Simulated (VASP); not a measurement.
Computed with PBEsol GGA, VASP's PBE PAW potentials (set 64) (plane waves; VASP).

Input for VASP

### INCAR
```
# general
SYSTEM =Sc2C
PREC   =Accurate
ENCUT  =400
LREAL  =.FALSE.   # projection in real space or not
LASPH  =.TRUE.   # aspherical one-centre terms

# electronic loop
EDIFF  =1E-6   # SCF stop (eV)
NELM   =100
ALGO   =Normal   # blocked Davidson
LMAXMIX=4   # l cut-off of mixed one-centre charges

# smearing
ISMEAR =-1
SIGMA  =0.1

# functional
GGA    =PS   # PBEsol

# ions
ISIF   =2   # forces and stress, cell fixed

# output
LWAVE  =.FALSE.
LCHARG =.FALSE.
```

### POSCAR
```
Sc2C
1
    3.1225080000     0.0000000000     0.0000000000
   -1.5612540000     2.7041720000     0.0000000000
    0.0000000000     0.0000000000    16.6011930000
C Sc
1 2
Direct
  0.0000000000   0.0000000000   0.5000000000
  0.3333330000   0.6666670000   0.5783440000
  0.6666670000   0.3333330000   0.4216560000
```

KPOINTS:
```
Automatic mesh
0
Gamma
10 10 1
```

POTCAR, in this order: C Sc_sv (PBE.64 set). Program: vasp_std.

The resulting files:

**OSZICAR**
```
       N       E                     dE             d eps       ncg     rms          rms(c)
DAV:   1     0.395265162108E+03    0.39527E+03   -0.11450E+04   572   0.109E+03
DAV:   2     0.136443237000E+01   -0.39390E+03   -0.38819E+03   710   0.576E+02
DAV:   3    -0.312610525079E+02   -0.32625E+02   -0.32058E+02   787   0.175E+02
DAV:   4    -0.324480004318E+02   -0.11869E+01   -0.11814E+01   760   0.257E+01
DAV:   5    -0.324834034819E+02   -0.35403E-01   -0.35031E-01   808   0.402E+00    0.185E+01
DAV:   6    -0.233580160694E+02    0.91254E+01   -0.71222E+01   823   0.683E+01    0.612E+00
DAV:   7    -0.229690639148E+02    0.38895E+00   -0.28911E+00   815   0.213E+01    0.346E+00
DAV:   8    -0.228632612481E+02    0.10580E+00   -0.53494E-01   686   0.776E+00    0.634E-01
DAV:   9    -0.228635393441E+02   -0.27810E-03   -0.40916E-02   718   0.162E+00    0.337E-01
DAV:  10    -0.228639574411E+02   -0.41810E-03   -0.63224E-03   664   0.577E-01    0.127E-01
DAV:  11    -0.228644435218E+02   -0.48608E-03   -0.74435E-04   808   0.207E-01    0.522E-02
DAV:  12    -0.228646002439E+02   -0.15672E-03   -0.98570E-04   654   0.216E-01    0.480E-02
DAV:  13    -0.228645726079E+02    0.27636E-04   -0.19120E-04   679   0.970E-02    0.277E-02
DAV:  14    -0.228649457556E+02   -0.37315E-03   -0.31180E-04   751   0.145E-01    0.202E-02
DAV:  15    -0.228650369287E+02   -0.91173E-04   -0.11785E-04   751   0.974E-02    0.909E-03
DAV:  16    -0.228651778891E+02   -0.14096E-03   -0.23397E-05   431   0.291E-02    0.748E-03
DAV:  17    -0.228652396615E+02   -0.61772E-04   -0.12231E-05   460   0.195E-02    0.129E-03
DAV:  18    -0.228652496825E+02   -0.10021E-04   -0.65198E-07   427   0.647E-03    0.114E-03
DAV:  19    -0.228652531160E+02   -0.34335E-05   -0.51058E-07   383   0.919E-03    0.658E-04
DAV:  20    -0.228652532230E+02   -0.10708E-06   -0.47669E-08   268   0.319E-03
   1 F= -.22865253E+02 E0= -.22821657E+02  d E =-.871932E-01
```

OUTCAR:
```
------------------------ aborting loop because EDIFF is reached ----------------------------------------
  FORCE on cell =-STRESS in cart. coord.  units (eV):
  Direction    XX          YY          ZZ          XY          YZ          ZX
  --------------------------------------------------------------------------------------
  Total        2.9562295      2.9562311     -2.1206196      0.0000000      0.0000000      0.0000000
  in kB       33.7887060     33.7887247    -24.2379664      0.0000000      0.0000000      0.0000000
  external PRESSURE =      14.4464881 kB  Pullay stress =       0.0000000 kB
  volume of cell :      140.18
      direct lattice vectors                 reciprocal lattice vectors
     3.122508000  0.000000000  0.000000000     0.320255384  0.184899481  0.000000000
    -1.561254000  2.704172000  0.000000000     0.000000000  0.369798962  0.000000000
     0.000000000  0.000000000 16.601193000     0.000000000  0.000000000  0.060236635
 POSITION                                       TOTAL-FORCE (eV/Angst)
 -----------------------------------------------------------------------------------
      0.00000      0.00000      8.30060         0.000000      0.000000      0.000000
     -0.00000      1.80278      9.60120        -0.000000      0.000000     -0.744658
      1.56126      0.90139      6.99999         0.000000     -0.000000      0.744658
 -----------------------------------------------------------------------------------
    total drift:                                0.000000     -0.000000      0.000000
  FREE ENERGIE OF THE ION-ELECTRON SYSTEM (eV)
  ---------------------------------------------------
  free  energy   TOTEN  =       -22.8652532230 eV

  energy  without entropy=      -22.7780600435  energy(sigma->0) =      -22.82165663
```
(Selected blocks of OUTCAR.)

At this cut-off the stress carries a Pulay error, which pulls relaxed volumes low. The cell holds a wide vacuum, so values per volume refer to the whole cell.

The cell is a sheet with vacuum, built from a generated structure.
